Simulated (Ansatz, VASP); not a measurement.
Given: the input of a run of VASP 6.6.1 on NaLaMnMoO6. The cell comes from a database or a generator and needn't be the stable form of this composition.

File INCAR:

```
PREC = Accurate
ENCUT = 520
EDIFF = 1E-7
ISMEAR = -1
SIGMA = 0.05
LREAL = F
LASPH = T
NELM = 100
ALGO = Normal
ISIF = 2
LWAVE = F
LCHARG = T
ISPIN = 2
MAGMOM = 0 0 4 1 0 0 0 0 0 0
LORBIT = 11
LMAXMIX = 6
GGA = PE
LVHAR = T
NBANDS = 56
KPAR = 4
```

The input KPOINTS:

```
regular mesh
0
Gamma
  7 7 7
```

The input POSCAR:

```
NaLaMnMoO6
1.0
   -2.7229400000      2.7229400000      3.8988900000
    2.7229400000     -2.7229400000      3.8988900000
    2.7229400000      2.7229400000     -3.8988900000
Na La Mn Mo O
1 1 1 1 6
Direct
    0.2500000000      0.7500000000      0.5000000000
    0.7500000000      0.2500000000      0.5000000000
    0.5000000000      0.5000000000      0.0000000000
    0.0000000000      0.0000000000      0.0000000000
    0.2076600000      0.2960700000      0.5037100000
    0.2960500000      0.7923400000      0.0884100000
    0.7923600000      0.7039500000      0.4962900000
    0.7039300000      0.2076400000      0.9115900000
    0.2519400000      0.2519400000      0.0000000000
    0.7480600000      0.7480600000      0.0000000000
```

Potentials or basis: VASP PAW PBE potentials, release 64 (Na_pv, La, Mn_pv, Mo_sv, O).

Launch:

```sh
$ cat potpaw_PBE.64/Na_pv/POTCAR potpaw_PBE.64/La/POTCAR potpaw_PBE.64/Mn_pv/POTCAR potpaw_PBE.64/Mo_sv/POTCAR potpaw_PBE.64/O/POTCAR > POTCAR
$ mpirun -np 4 vasp_std > vasp.out
```

Task: Set up the same calculation for Ansatz 0.2.0. Potentials or basis there: all-electron LAPW, scalar-relativistic.

Result: As run (cutoffs and basis follow the program's own potentials, and thresholds, step limits or extra output files can differ):

File input.yaml:

```yaml
crystal:
  lattice:
    - [-2.72294, 2.72294, 3.89889]
    - [2.72294, -2.72294, 3.89889]
    - [2.72294, 2.72294, -3.89889]
  atoms:
    - { symbol: Na, position: [0.25, 0.75, 0.5] }
    - { symbol: La, position: [0.75, 0.25, 0.5] }
    - { symbol: Mn, position: [0.5, 0.5, 0.0], spin: 4.0 }
    - { symbol: Mo, position: [0.0, 0.0, 0.0], spin: 1.0 }
    - { symbol: O, position: [0.20766, 0.29607, 0.50371] }
    - { symbol: O, position: [0.29605, 0.79234, 0.08841] }
    - { symbol: O, position: [0.79236, 0.70395, 0.49629] }
    - { symbol: O, position: [0.70393, 0.20764, 0.91159] }
    - { symbol: O, position: [0.25194, 0.25194, 0.0] }
    - { symbol: O, position: [0.74806, 0.74806, 0.0] }
kpoints:
  mp_grid: { grid: [7, 7, 7] }
scf:
  occupations: { method: fermi_dirac, width: 0.05 }
hamiltonian:
  xc: pbe
  pseudopotentials: { kind: all_electron, lapw: { basis_error: 0.001 } }
magnetization:
  spin_polarized: true
output:
  forces: true
  stress: true
  eigenvalues: true
  populations: true
```

Potentials or basis: all-electron LAPW, scalar-relativistic.

The run is started by

```sh
$ ansatz run input.yaml --threads 8 --pin off --max-ram 30720MiB --backend cpu --events-out ev --progress --plain --runs-dir out
```

Both were run:

|  | VASP | Ansatz |
| --- | --- | --- |
| Pressure | 0.6 GPa | 0.3 GPa |
| Net moment | -2.00 μB per cell | 1.96 μB per cell |

Where Ansatz's input types no cutoff or centring, it takes its own default and a Γ-centred mesh.

The magnetic state is the one that the start led to; the real crystal's order can differ.

Pressure is positive in compression.
